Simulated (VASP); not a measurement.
Method: LDA (Ceperley-Alder, Perdew-Zunger), VASP's LDA PAW potentials (set 64) (plane waves; VASP 6.6.1).

VASP ran on this input.

### INCAR
```
SYSTEM = PbO
PREC = Accurate; ENCUT = 400; LREAL = .False.
LASPH = .True.
EDIFF = 1E-6; NELM = 100; ALGO = Normal
LMAXMIX = 4
ISMEAR = -1; SIGMA = 0.05
ISIF = 2
LWAVE = .False.; LCHARG = .False.; LORBIT = 11
NEDOS = 601
```

KPOINTS:
```
Regular mesh
0
gamma
11 11 8
0 0 0
```

### POSCAR
```
PbO
1
    3.9995100000     0.0000000000     0.0000000000
    0.0000000000     3.9995100000     0.0000000000
    0.0000000000     0.0000000000     5.2598200000
Pb O
2 2
Direct
  0.4788910000  -0.0223590000   0.2075000000
  0.0023510000   0.5314220000   0.7883190000
  0.5088100000   0.4848040000   0.0031870000
  0.0099470000   0.0061330000   0.0009940000
```

POTCAR, in this order: Pb_d O (LDA.64 set). Program: vasp_std.

The resulting files:

OUTCAR:
```
 ion  position               nearest neighbor table
   1  0.479  0.978  0.208-   4 2.17   3 2.25   3 2.30   4 2.39   2 3.42   2 3.53   2 3.66   2 3.76
                             2 4.02   2 4.11
   2  0.002  0.531  0.788-   4 2.20   3 2.28   3 2.33   4 2.38   1 3.42   1 3.53   1 3.66   1 3.76
                             1 4.02   1 4.11
   3  0.509  0.485  0.003-   1 2.25   2 2.28   1 2.30   2 2.33
   4  0.010  0.006  0.001-   1 2.17   2 2.20   2 2.38   1 2.39
  LATTYP: Found a simple tetragonal cell.
 ALAT       =     3.9995100000
 C/A-ratio  =     1.3151161017
 Subroutine PRICEL returns:
 Original cell was already a primitive cell.
 Subroutine GETGRP returns: Found  1 space group operations
The static configuration has the point symmetry C_1 .
The dynamic configuration has the point symmetry C_1 .
 Subroutine INISYM returns: Found  1 space group operations
 Subroutine IBZKPT returns following result:
 Found    485 irreducible k-points:

 Following reciprocal coordinates:
            Coordinates               Weight
  0.000000  0.000000  0.000000      1.000000
  0.090909  0.000000  0.000000      2.000000
  0.000000  0.090909  0.000000      2.000000
  0.181818  0.000000  0.000000      2.000000
  0.000000  0.181818  0.000000      2.000000
  0.272727  0.000000  0.000000      2.000000
  0.000000  0.272727  0.000000      2.000000
  0.363636  0.000000  0.000000      2.000000
  0.000000  0.363636  0.000000      2.000000
  0.454545  0.000000  0.000000      2.000000
  0.000000  0.454545  0.000000      2.000000
  0.090909  0.090909  0.000000      2.000000
 -0.090909  0.090909  0.000000      2.000000
  0.181818  0.090909  0.000000      2.000000
 -0.090909  0.181818  0.000000      2.000000
 -0.181818  0.090909  0.000000      2.000000
  0.090909  0.181818  0.000000      2.000000
  0.272727  0.090909  0.000000      2.000000
 -0.090909  0.272727  0.000000      2.000000
 -0.272727  0.090909  0.000000      2.000000
  0.090909  0.272727  0.000000      2.000000
  0.363636  0.090909  0.000000      2.000000
 -0.090909  0.363636  0.000000      2.000000
 -0.363636  0.090909  0.000000      2.000000
  0.090909  0.363636  0.000000      2.000000
  0.454545  0.090909  0.000000      2.000000
 -0.090909  0.454545  0.000000      2.000000
 -0.454545  0.090909  0.000000      2.000000
  0.090909  0.454545  0.000000      2.000000
  0.181818  0.181818  0.000000      2.000000
 -0.181818  0.181818  0.000000      2.000000
  0.272727  0.181818  0.000000      2.000000
 -0.181818  0.272727  0.000000      2.000000
 -0.272727  0.181818  0.000000      2.000000
  0.181818  0.272727  0.000000      2.000000
  0.363636  0.181818  0.000000      2.000000
 -0.181818  0.363636  0.000000      2.000000
 -0.363636  0.181818  0.000000      2.000000
  0.181818  0.363636  0.000000      2.000000
  0.454545  0.181818  0.000000      2.000000
   k-points           NKPTS =    485   k-points in BZ     NKDIM =    485   number of bands    NBANDS=     24
   number of dos      NEDOS =    601   number of ions     NIONS =      4
   total plane-waves  NPLWV =  28224
   dimension x,y,z NGX =    28 NGY =   28 NGZ =   36
   dimension x,y,z NGXF=    56 NGYF=   56 NGZF=   72
   ions per type =               2   2
   PREC   = accura    normal or accurate (medium, high low for compatibility)
   ISTART =      0    job   : 0-new  1-cont  2-samecut
   ICHARG =      2    charge: 1-file 2-atom 10-const
   ISPIN  =      1    spin polarized calculation?
   LNONCOLLINEAR =      F non collinear calculations
   LSORBIT =      F    spin-orbit coupling
   INIWAV =      1    electr: 0-lowe 1-rand  2-diag
   ENCUT  =  400.0 eV  29.40 Ry    5.42 a.u.   6.52  6.52  8.58*2*pi/ulx,y,z
...
```

### OSZICAR
```
       N       E                     dE             d eps       ncg     rms          rms(c)
DAV:   1     0.417199560512E+03    0.41720E+03   -0.17493E+04 23288   0.163E+03
DAV:   2     0.242791835825E+02   -0.39292E+03   -0.38622E+03 24936   0.451E+02
DAV:   3    -0.270215871422E+02   -0.51301E+02   -0.50506E+02 31368   0.182E+02
DAV:   4    -0.285680936747E+02   -0.15465E+01   -0.15456E+01 26216   0.367E+01
DAV:   5    -0.286212766670E+02   -0.53183E-01   -0.53176E-01 32704   0.617E+00    0.118E+01
DAV:   6    -0.244181875347E+02    0.42031E+01   -0.32880E+01 36840   0.463E+01    0.499E+00
DAV:   7    -0.242612724255E+02    0.15692E+00   -0.28933E+00 28944   0.127E+01    0.253E+00
DAV:   8    -0.242357629958E+02    0.25509E-01   -0.10180E+00 35224   0.774E+00    0.140E+00
DAV:   9    -0.241908172943E+02    0.44946E-01   -0.28404E-01 37184   0.462E+00    0.218E-01
DAV:  10    -0.241924725066E+02   -0.16552E-02   -0.18937E-02 24976   0.882E-01    0.922E-02
DAV:  11    -0.241926921133E+02   -0.21961E-03   -0.86944E-04 37688   0.283E-01    0.528E-02
DAV:  12    -0.241926225494E+02    0.69564E-04   -0.53656E-04 38472   0.212E-01    0.130E-02
DAV:  13    -0.241926301124E+02   -0.75630E-05   -0.73106E-05 27936   0.622E-02    0.192E-02
DAV:  14    -0.241926229485E+02    0.71639E-05   -0.38400E-05 28104   0.650E-02    0.339E-03
DAV:  15    -0.241926234651E+02   -0.51663E-06   -0.64867E-06 25928   0.159E-02
   1 F= -.24192623E+02 E0= -.24192623E+02  d E =-.217416E-07
```

File OUTCAR:
```
------------------------ aborting loop because EDIFF is reached ----------------------------------------
  FORCE on cell =-STRESS in cart. coord.  units (eV):
  Direction    XX          YY          ZZ          XY          YZ          ZX
  --------------------------------------------------------------------------------------
  Total       -0.3651301     -0.3756804      0.5881727      0.0396731      1.3572651      0.8670775
  in kB       -6.9530254     -7.1539293     11.2003339      0.7554786     25.8458497     16.5114047
  external PRESSURE =      -0.9688736 kB  Pullay stress =       0.0000000 kB
  volume of cell :       84.14
      direct lattice vectors                 reciprocal lattice vectors
     3.999510000  0.000000000  0.000000000     0.250030629  0.000000000  0.000000000
     0.000000000  3.999510000  0.000000000     0.000000000  0.250030629  0.000000000
     0.000000000  0.000000000  5.259820000     0.000000000  0.000000000  0.190120574
 POSITION                                       TOTAL-FORCE (eV/Angst)
 -----------------------------------------------------------------------------------
      1.91533      3.91008      1.09141         0.766384      0.475156      1.484592
      0.00940      2.12543      4.14642        -0.045157     -0.814093     -1.002740
      2.03499      1.93898      0.01676        -0.118578      0.200846     -0.282700
      0.03978      0.02453      0.00523        -0.602649      0.138090     -0.199152
 -----------------------------------------------------------------------------------
    total drift:                                0.000113      0.000218      0.000322
  FREE ENERGIE OF THE ION-ELECTRON SYSTEM (eV)
  ---------------------------------------------------
  free  energy   TOTEN  =       -24.1926234651 eV

  energy  without entropy=      -24.1926234434  energy(sigma->0) =      -24.19262345

 total charge

# of ion       s       p       d       tot
------------------------------------------
    1        1.373   0.668   9.893  11.933
    2        1.381   0.646   9.885  11.912
    3        1.593   3.406   0.000   4.999
    4        1.593   3.417   0.000   5.010
--------------------------------------------------
tot          5.940   8.137  19.778  33.854
```
(Selected blocks of OUTCAR.)

At this cut-off the stress carries a Pulay error, which pulls relaxed volumes low.

The structure comes from a computed database's PbO entry; how it stands against other phases isn't given here. The cell was not relaxed at this level, atoms are displaced from their ideal sites. The run is one of a series of settings (NEDOS = 601, KPOINTS 11×11×8 Γ-centred mesh against the base run), some of them coarse on purpose.
